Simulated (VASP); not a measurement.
An input for Ansatz (written as the equivalent of a VASP run, and not itself run):

Ansatz 0.2 input:
```yaml
crystal:
  lattice:
    - [0.0000000, 2.1900000, 2.1900000]
    - [2.1900000, 0.0000000, 2.1900000]
    - [2.1900000, 2.1900000, 0.0000000]
  atoms:
    - { symbol: Al, position: [0.0000000, 0.0000000, 0.0000000] }
    - { symbol: N, position: [0.2500000, 0.2500000, 0.2500000] }
kpoints:
  mp_grid: { grid: [9, 9, 9] }
hamiltonian:
  xc: rpbe
  pseudopotentials: { kind: paw }
scf:
  occupations: { method: gaussian, width: 0.05 }
  max_iter: 100
relax:
  max_steps: 60
  f_tol: 0.01
  cell: {}
output: { forces: true, stress: true, eigenvalues: true }
```

**Question.** Translate this input to VASP (INCAR, KPOINTS, POSCAR, choice of POTCAR).

**Answer.** Several could match; the one computed here: 
**POSCAR**
```
AlN
1
    0.0000000000     2.1900000000     2.1900000000
    2.1900000000     0.0000000000     2.1900000000
    2.1900000000     2.1900000000     0.0000000000
Al N
1 1
Direct
  0.0000000000   0.0000000000   0.0000000000
  0.2500000000   0.2500000000   0.2500000000
```

**INCAR**
```
ALGO=Normal
EDIFF=1E-6
EDIFFG=-0.01
ENCUT=520
GGA=RP
IBRION=2
ISIF=3
ISMEAR=0
LASPH=.TRUE.
LCHARG=.FALSE.
LREAL=.FALSE.
LWAVE=.FALSE.
NELM=100
NSW=60
PREC=Accurate
SIGMA=0.05
SYSTEM=AlN
```

File KPOINTS:
```
Regular mesh
0
gamma
9 9 9
```

POTCAR, in this order: Al N (PBE.64 set). Program: vasp_std.

Limits of the translation: each code has its own PAW files, so the cut-off isn't converted (ENCUT is set for VASP's; basis.ecutwfc is left out, and Ansatz then takes the one that its files recommend); Ansatz stops its SCF on the density residual and VASP on the energy change (EDIFF).

The compound is AlN in the zinc blende structure, a metastable form; wurtzite is the usual one. This run relaxes it. Symmetry was kept, so distortions that lower it aren't found.
